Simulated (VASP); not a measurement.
# CaMn2Bi2: magnetic moments, functional by functional

Aim: the magnetic moments of CaMn2Bi2 at several levels of theory. The starting structure is a computed structure from the Materials Project. The reference starts from ferromagnetic moments.

Program: VASP 6.6.1. Level of theory: Kohn-Sham DFT with plane waves and PAW; PBEsol, LDA, PBE, r2SCAN, PBEsol + spin-orbit coupling and HSE06. Results are calculated unless marked as measured.

## (1) Set-up

Symmetry: P-3m1, No. 164, trigonal system. The conventional cell has a = 4.626 Å, b = 4.626 Å, c = 7.729 Å, α = 90.00°, β = 90.00°, γ = 120.00°. Bi has 4 Mn at 2.86 to 2.87 Å and 3 Ca at 3.29 Å nearest. Mn has 4 Bi at 2.86 to 2.87 Å nearest. Nearest to Ca lie 6 Bi at 3.29 Å. Farther neighbours are not listed.

## (2) Run with PBEsol

PBEsol restores the gradient expansion of exchange and is tuned for the cells of solids.

The input, INCAR:

```
SYSTEM = CaMn2Bi2
PREC = Accurate
ENCUT = 400
EDIFF = 1E-07
NELM = 200
ISMEAR = 1
SIGMA = 0.15
LREAL = .FALSE.
ALGO = Normal
GGA = PS
NBANDS = 49
ISPIN = 2
MAGMOM = 0 0 4.8 4.8 0
LASPH = .TRUE.
LMAXMIX = 4
LORBIT = 11
LWAVE = .FALSE.
LCHARG = .FALSE.
KPAR = 8
```

The input, POSCAR:

```
CaMn2Bi2
1.0
    4.6263818529      0.0000000000      0.0000000000
   -2.3131909265      4.0065642123      0.0000000000
    0.0000000000      0.0000000000      7.7287920000
Bi Mn Ca
2 2 1
Direct
    0.3333333333      0.6666666667      0.7511910000
    0.6666666667      0.3333333333      0.2488090000
    0.3333333333      0.6666666667      0.3792650000
    0.6666666667      0.3333333333      0.6207350000
    0.0000000000      0.0000000000      0.0000000000
```

The input, KPOINTS:

```
Automatic mesh
0
Gamma
8 8 4
0 0 0
```

Potentials, in the order of the species: Bi_d, Mn_pv and Ca_sv (PBE family, release 64).

Launch:

```
$ mpirun -np 8 vasp_std
```

Log:

```text
[banner, memory and clock lines left out]
running    8 mpi-ranks, on    1 nodes
 distrk:  each k-point on    1 cores,    8 groups
 distr:  one band on    1 cores,    1 groups

 POSCAR found type information on POSCAR BiMnCa
 POSCAR found :  3 types and       5 ions
|                                                                             |
|           W    W    AA    RRRRR   N    N  II  N    N   GGGG   !!!           |
|           W    W   A  A   R    R  NN   N  II  NN   N  G    G  !!!           |
|           W    W  A    A  R    R  N N  N  II  N N  N  G       !!!           |
|           W WW W  AAAAAA  RRRRR   N  N N  II  N  N N  G  GGG   !            |
|           WW  WW  A    A  R   R   N   NN  II  N   NN  G    G                |
|           W    W  A    A  R    R  N    N  II  N    N   GGGG   !!!           |
|                                                                             |
|     For optimal performance we recommend to set                             |
|       NCORE = 2 up to number-of-cores-per-socket                            |
|     NCORE specifies how many cores store one orbital (NPAR=cpu/NCORE).      |
|     This setting can greatly improve the performance of VASP for DFT.       |
|     The default, NCORE=1 might be grossly inefficient on modern             |
|     multi-core architectures or massively parallel machines. Do your        |
|     Unfortunately you need to use the default for GW and RPA                |
|     calculations (for HF NCORE is supported but not extensively tested      |
|     yet).                                                                   |
|                                                                             |

|                                                                             |
|               ----> ADVICE to this user running VASP <----                  |
|                                                                             |
|     You enforced a specific xc type in the INCAR file but a different       |
|     [... a line on the potential file left out ...]
|     I HOPE YOU KNOW WHAT YOU ARE DOING!                                     |
|                                                                             |

 LDA part: xc-table for (Slater+PW92), standard interpolation
 POSCAR, INCAR and KPOINTS ok, starting setup
 FFT: planning ... GRIDC
 FFT: planning ... GRID_SOFT
 FFT: planning ... GRID
 WAVECAR not read
 entering main loop
       N       E                     dE             d eps       ncg     rms          rms(c)
DAV:   1     0.727223662058E+03    0.72722E+03   -0.30449E+04  6980   0.131E+03
DAV:   2     0.364091013259E+02   -0.69081E+03   -0.66658E+03  6885   0.431E+02
DAV:   3    -0.284195142280E+02   -0.64829E+02   -0.62965E+02  7624   0.148E+02
DAV:   4    -0.317044562714E+02   -0.32849E+01   -0.32431E+01 10088   0.318E+01
DAV:   5    -0.318854338955E+02   -0.18098E+00   -0.18068E+00  9990   0.583E+00    0.132E+01
DAV:   6    -0.314090439561E+02    0.47639E+00   -0.23246E+01  7946   0.293E+01    0.197E+01
DAV:   7    -0.293113215703E+02    0.20977E+01   -0.99665E+00  7796   0.211E+01    0.791E+00
DAV:   8    -0.294821854854E+02   -0.17086E+00   -0.70648E-01  8459   0.431E+00    0.426E+00
DAV:   9    -0.294165077692E+02    0.65678E-01   -0.75484E-01  8325   0.570E+00    0.314E+00
DAV:  10    -0.294470830842E+02   -0.30575E-01   -0.13330E-01  8329   0.191E+00    0.211E+00
DAV:  11    -0.294519918150E+02   -0.49087E-02   -0.71324E-02  7795   0.176E+00    0.336E-01
DAV:  12    -0.294531342756E+02   -0.11425E-02   -0.10280E-02  8899   0.359E-01    0.125E-01
DAV:  13    -0.294531958537E+02   -0.61578E-04   -0.41541E-04 10489   0.123E-01    0.359E-02
DAV:  14    -0.294532070855E+02   -0.11232E-04   -0.47428E-05  9085   0.531E-02    0.244E-02
DAV:  15    -0.294532130842E+02   -0.59986E-05   -0.13686E-05  8810   0.235E-02    0.102E-02
DAV:  16    -0.294532139484E+02   -0.86423E-06   -0.28308E-06  8072   0.972E-03    0.274E-03
DAV:  17    -0.294532138770E+02    0.71424E-07   -0.40949E-07  6651   0.398E-03
   1 F= -.29453214E+02 E0= -.29455399E+02  d E =0.655639E-02  mag=     9.1945
```

Run time: 60 s. Hardware: 8 MPI ranks of AMD EPYC 9R14 (Zen 4), shared host; peak memory 3.3 GiB; 7.4 min of CPU time.

Lines that name or quote the potential files are left out of all logs, and their timing lines are given in words.

OUTCAR, selected parts (step 2):

```text
ion  position               nearest neighbor table
   1  0.333  0.667  0.751-   4 2.86   4 2.86   4 2.86   3 2.87   5 3.29   5 3.29   5 3.29
   2  0.667  0.333  0.249-   3 2.86   3 2.86   3 2.86   4 2.87   5 3.29   5 3.29   5 3.29
   3  0.333  0.667  0.379-   2 2.86   2 2.86   2 2.86   1 2.87
   4  0.667  0.333  0.621-   1 2.86   1 2.86   1 2.86   2 2.87
   5  0.000  0.000  0.000-   1 3.29   2 3.29   2 3.29   1 3.29   2 3.29   1 3.29

  LATTYP: Found a hexagonal cell.
 ALAT       =     4.6263818529
 C/A-ratio  =     1.6705910246

 Subroutine GETGRP returns: Found 12 space group operations
 (whereof 12 operations were pure point group operations)

The static configuration has the point symmetry D_3d.

 Found     35 irreducible k-points:

   k-points           NKPTS =     35   k-points in BZ     NKDIM =     35   number of bands    NBANDS=     49

   dimension x,y,z NGX =    30 NGY =   30 NGZ =   50
   dimension x,y,z NGXF=    60 NGYF=   60 NGZF=  100

   ENCUT  =  400.0 eV  29.40 Ry    5.42 a.u.   7.54  7.54 12.60*2*pi/ulx,y,z

   NELECT =      66.0000    total number of electrons

 k-points in reciprocal lattice and weights: Automatic mesh
   0.00000000  0.00000000  0.00000000       0.004
   0.12500000 -0.00000000  0.00000000       0.023
   0.25000000 -0.00000000  0.00000000       0.023
   0.37500000  0.00000000  0.00000000       0.023
   0.50000000 -0.00000000  0.00000000       0.012
   0.12500000  0.12500000  0.00000000       0.023
   0.25000000  0.12500000  0.00000000       0.047
   0.37500000  0.12500000  0.00000000       0.047
   0.25000000  0.25000000  0.00000000       0.023
[...]
0.25000000  0.25000000  0.50000000       0.023
   0.37500000  0.25000000  0.50000000       0.023

 average (electrostatic) potential at core
       1-104.9818       2-104.9818       3 -69.8707       4 -69.8707       5 -45.1847

 E-fermi :   5.0680

 spin component 1
 k-point     1 :       0.0000    0.0000    0.0000
  band No.  band energies     occupation
    ...
     31       2.2790      1.00000
     32       2.3525      1.00000
     33       2.3525      1.00000
     34       4.7519      1.00557
     35       4.7519      1.00557
     36       5.6015     -0.00000
     37       5.7197     -0.00000
     38       6.2200     -0.00000
     39       6.2200     -0.00000
     40       6.6245     -0.00000
    ...

 k-point     2 :       0.1250   -0.0000    0.0000
  band No.  band energies     occupation
    ...
     32       2.3402      1.00000
     33       2.3669      1.00000
     34       3.9242      1.00000
     35       4.5962      1.00004
     36       4.6274      1.00013
     37       5.7690     -0.00000
     38       5.8213     -0.00000
     39       6.5557     -0.00000
     40       6.9186     -0.00000
     41       7.3884     -0.00000
    ...

 k-point     3 :       0.2500   -0.0000    0.0000
  band No.  band energies     occupation
    ...
     33       2.3498      1.00000
     34       2.9862      1.00000
     35       3.6024      1.00000
     36       4.1957      1.00000
     37       4.9896      0.88237
     38       5.2859     -0.02971
     39       6.8314     -0.00000
     40       6.9433     -0.00000
     41       8.0133     -0.00000
     42       8.0856      0.00000
    ...

 k-point     4 :       0.3750    0.0000    0.0000
  band No.  band energies     occupation
    ...
     34       2.6571      1.00000
     35       3.0176      1.00000
     36       3.7504      1.00000
     37       4.1339      1.00000
     38       4.9521      0.98276
     39       6.5366     -0.00000
     40       7.3152     -0.00000
     41       8.0850      0.00000
     42       8.2725      0.00000
     43       8.4158      0.00000
    ...

 k-point     5 :       0.5000   -0.0000    0.0000
  band No.  band energies     occupation
    ...
     34       2.7336      1.00000
     35       2.9479      1.00000
     36       3.5396      1.00000
     37       3.6019      1.00000
     38       4.8436      1.02783
     39       6.4074     -0.00000
     40       7.5037     -0.00000
     41       7.8251     -0.00000
     42       8.4670      0.00000
     43       8.4820      0.00000
    ...

 k-point     6 :       0.1250    0.1250    0.0000
  band No.  band energies     occupation
    ...
     33       2.3672      1.00000
     34       3.2408      1.00000
     35       3.8045      1.00000
     36       4.2247      1.00000
     37       5.0297      0.70844
     38       5.5711     -0.00001
     39       6.7775     -0.00000
     40       7.4539     -0.00000
     41       7.6602     -0.00000
     42       7.9532     -0.00000
    ...

  Total       -2.3836926     -2.3836926     -2.3929885      0.0000000      0.0000000      0.0000000
  in kB      -26.6584954    -26.6584954    -26.7624579      0.0000000      0.0000000      0.0000000
  external PRESSURE =     -26.6931496 kB  Pullay stress =       0.0000000 kB

  energy-cutoff  :      400.00
  volume of cell :      143.26
      direct lattice vectors                 reciprocal lattice vectors
     4.626381853  0.000000000  0.000000000     0.216151635  0.124795204  0.000000000
    -2.313190926  4.006564212  0.000000000     0.000000000  0.249590409  0.000000000
     0.000000000  0.000000000  7.728792000     0.000000000  0.000000000  0.129386326

 POSITION                                       TOTAL-FORCE (eV/Angst)
 -----------------------------------------------------------------------------------
     -0.00000      2.67104      5.80580        -0.000000     -0.000000     -0.151843
      2.31319      1.33552      1.92299        -0.000000      0.000000      0.151843
     -0.00000      2.67104      2.93126         0.000000     -0.000000      0.021457
      2.31319      1.33552      4.79753         0.000000      0.000000     -0.021457
      0.00000      0.00000      0.00000         0.000000      0.000000     -0.000000
 -----------------------------------------------------------------------------------
    total drift:                               -0.000000      0.000000      0.000000

  FREE ENERGIE OF THE ION-ELECTRON SYSTEM (eV)
  ---------------------------------------------------
  free  energy   TOTEN  =       -29.4532138770 eV

  energy  without entropy=      -29.4597702669  energy(sigma->0) =      -29.45539934

 total charge
# of ion       s       p       d       tot
------------------------------------------
    1        1.429   1.681   9.892  13.002
    2        1.429   1.681   9.892  13.002
    3        0.268   6.169   4.916  11.352
    4        0.268   6.169   4.916  11.352
    5        2.037   5.834   0.237   8.108
--------------------------------------------------
tot          5.431  21.533  29.853  56.817

 magnetization (x)
# of ion       s       p       d       tot
------------------------------------------
    1        0.008  -0.038   0.015  -0.015
    2        0.008  -0.038   0.015  -0.015
    3        0.048   0.045   4.026   4.119
    4        0.048   0.045   4.026   4.119
    5        0.005   0.001   0.043   0.049
--------------------------------------------------
tot          0.118   0.014   8.124   8.256

[... 6 further parts left out ...]
```

Experiment finds antiferromagnetic order in this phase (below 150 K, arxiv:1907.07203), so this ferromagnetic run describes another state. The run shows no gap at this level; if that holds and bands cross the Fermi level widely, this k-mesh is coarse for it. The PAW data sets were made with PBE, which is usual practice but a small mismatch for other functionals. At this level the cell is under a tension of 2.7 GPa, so at these settings it is away from equilibrium.

PBEsol: the moments inside the Mn spheres have a mean size of 4.12 μB, and the cell carries 9.19 μB, with no gap.

## (3) Run with LDA

LDA, the lowest rung, knows the local density alone.

Changes to INCAR since step 2:

```diff
@@ -9,3 +9,3 @@
 ALGO = Normal
-GGA = PS
+GGA = CA
 NBANDS = 49
```

POSCAR is that of step 2.

KPOINTS is that of step 2.

The projector-augmented-wave data sets are Bi_d, Mn_pv and Ca_sv (LDA family, release 64).

Launch:

```
$ mpirun -np 8 vasp_std
```

Log:

```text
[banner, memory and clock lines left out]
running    8 mpi-ranks, on    1 nodes
[...]
[... a notice as in an earlier step ...]

 LDA part: xc-table for (Slater(with rela. corr.)+CA(PZ))
 , standard interpolation
 POSCAR, INCAR and KPOINTS ok, starting setup
[...]
entering main loop
       N       E                     dE             d eps       ncg     rms          rms(c)
DAV:   1     0.730069157327E+03    0.73007E+03   -0.30464E+04  6988   0.131E+03
DAV:   2     0.366484407241E+02   -0.69342E+03   -0.66897E+03  6892   0.431E+02
DAV:   3    -0.285948834988E+02   -0.65243E+02   -0.63330E+02  7636   0.148E+02
DAV:   4    -0.318982332916E+02   -0.33033E+01   -0.32603E+01 10053   0.320E+01
[...]
DAV:  15    -0.297708406520E+02   -0.24198E-05   -0.35977E-06  8844   0.104E-02    0.837E-03
DAV:  16    -0.297708411098E+02   -0.45774E-06   -0.64454E-07  7715   0.584E-03    0.353E-03
DAV:  17    -0.297708411012E+02    0.85565E-08   -0.27715E-07  5630   0.335E-03
   1 F= -.29770841E+02 E0= -.29769162E+02  d E =-.503628E-02  mag=     8.6838
```

The job ended after 56 s (8 MPI ranks; peak memory 3 GiB).

Parts of OUTCAR (step 3):

```text
  Total       -4.8524538     -4.8524538     -4.8477316      0.0000000     -0.0000000     -0.0000000
  in kB      -54.2683717    -54.2683717    -54.2155594      0.0000000     -0.0000000     -0.0000000
  external PRESSURE =     -54.2507676 kB  Pullay stress =       0.0000000 kB

 POSITION                                       TOTAL-FORCE (eV/Angst)
 -----------------------------------------------------------------------------------
     -0.00000      2.67104      5.80580        -0.000000     -0.000000     -0.433858
      2.31319      1.33552      1.92299         0.000000      0.000000      0.433858
     -0.00000      2.67104      2.93126         0.000000      0.000000      0.143489
      2.31319      1.33552      4.79753        -0.000000      0.000000     -0.143489
      0.00000      0.00000      0.00000        -0.000000      0.000000     -0.000000
 -----------------------------------------------------------------------------------
    total drift:                               -0.000000      0.000000     -0.000000

  FREE ENERGIE OF THE ION-ELECTRON SYSTEM (eV)
  ---------------------------------------------------
  free  energy   TOTEN  =       -29.7708411012 eV

  energy  without entropy=      -29.7658048229  energy(sigma->0) =      -29.76916234

 magnetization (x)
# of ion       s       p       d       tot
------------------------------------------
    1        0.008  -0.045   0.014  -0.023
    2        0.008  -0.045   0.014  -0.023
    3        0.040   0.034   3.848   3.922
    4        0.040   0.034   3.848   3.922
    5        0.006  -0.000   0.037   0.043
--------------------------------------------------
tot          0.102  -0.022   7.761   7.840

[... 2 parts as in an earlier step ...]

[... 1 further part left out ...]
[key lines of the parts left out:]
E-fermi :   4.8928
```

LDA: the moments inside the Mn spheres have a mean size of 3.92 μB, and the cell carries 8.68 μB, with no gap.

## (4) Run with PBE

PBE, the usual starting point, adds the gradient of the density.

Changes to INCAR since step 3:

```diff
@@ -9,3 +9,3 @@
 ALGO = Normal
-GGA = CA
+GGA = PE
 NBANDS = 49
```

POSCAR is that of step 3.

KPOINTS is that of step 3.

PAW data sets: Bi_d, Mn_pv and Ca_sv (PBE family, release 64).

Launch:

```
$ mpirun -np 8 vasp_std
```

Log:

```text
[banner, memory and clock lines left out]
running    8 mpi-ranks, on    1 nodes
[...]
[... a notice as in an earlier step ...]

 LDA part: xc-table for (Slater+PW92), standard interpolation
 POSCAR, INCAR and KPOINTS ok, starting setup
[...]
entering main loop
       N       E                     dE             d eps       ncg     rms          rms(c)
DAV:   1     0.728992449375E+03    0.72899E+03   -0.30534E+04  6980   0.131E+03
DAV:   2     0.387228993016E+02   -0.69027E+03   -0.66598E+03  6885   0.432E+02
DAV:   3    -0.261886070722E+02   -0.64912E+02   -0.63007E+02  7621   0.147E+02
DAV:   4    -0.294733719703E+02   -0.32848E+01   -0.32436E+01 10055   0.317E+01
[...]
DAV:  15    -0.275335042150E+02   -0.78731E-05   -0.19684E-05  8828   0.265E-02    0.952E-03
DAV:  16    -0.275335057205E+02   -0.15055E-05   -0.34476E-06  8036   0.109E-02    0.284E-03
DAV:  17    -0.275335056825E+02    0.38017E-07   -0.50821E-07  6438   0.435E-03
   1 F= -.27533506E+02 E0= -.27535529E+02  d E =0.606849E-02  mag=     9.1880
```

Run time: 59 s. Hardware: 8 MPI ranks; peak memory 3.3 GiB.

OUTCAR, selected parts (step 4):

```text
  Total       -0.3663329     -0.3663329     -0.3403995      0.0000000      0.0000000      0.0000000
  in kB       -4.0969561     -4.0969561     -3.8069243      0.0000000      0.0000000      0.0000000
  external PRESSURE =      -4.0002788 kB  Pullay stress =       0.0000000 kB

 POSITION                                       TOTAL-FORCE (eV/Angst)
 -----------------------------------------------------------------------------------
     -0.00000      2.67104      5.80580        -0.000000     -0.000000     -0.015095
      2.31319      1.33552      1.92299         0.000000      0.000000      0.015095
     -0.00000      2.67104      2.93126         0.000000      0.000000      0.002682
      2.31319      1.33552      4.79753        -0.000000      0.000000     -0.002682
      0.00000      0.00000      0.00000         0.000000      0.000000      0.000000
 -----------------------------------------------------------------------------------
    total drift:                               -0.000000      0.000000     -0.000000

  FREE ENERGIE OF THE ION-ELECTRON SYSTEM (eV)
  ---------------------------------------------------
  free  energy   TOTEN  =       -27.5335056825 eV

  energy  without entropy=      -27.5395741681  energy(sigma->0) =      -27.53552851

 magnetization (x)
# of ion       s       p       d       tot
------------------------------------------
    1        0.009  -0.042   0.015  -0.019
    2        0.009  -0.042   0.015  -0.019
    3        0.050   0.045   4.027   4.122
    4        0.050   0.045   4.027   4.122
    5        0.005   0.001   0.045   0.052
--------------------------------------------------
tot          0.122   0.006   8.130   8.258

[... 2 parts as in an earlier step ...]

[... 1 further part left out ...]
[key lines of the parts left out:]
E-fermi :   5.2196
```

PBE: the moments inside the Mn spheres have a mean size of 4.12 μB, and the cell carries 9.19 μB, with no gap.

(Part 1 of 2 ends here.)

[Lines on the potential files, build, host, timing and source positions are cut from VASP's logs without a mark.]

[Logs are printed without paths, hosts, clocks, repeated set-up lines and the standing remarks that a program may print on its own settings, such as how far it seeks lower states.]

[Hosts, paths, dates, database ids (printed as entryN), source tags and the programs' standing remarks are cut or masked in the printed files.]
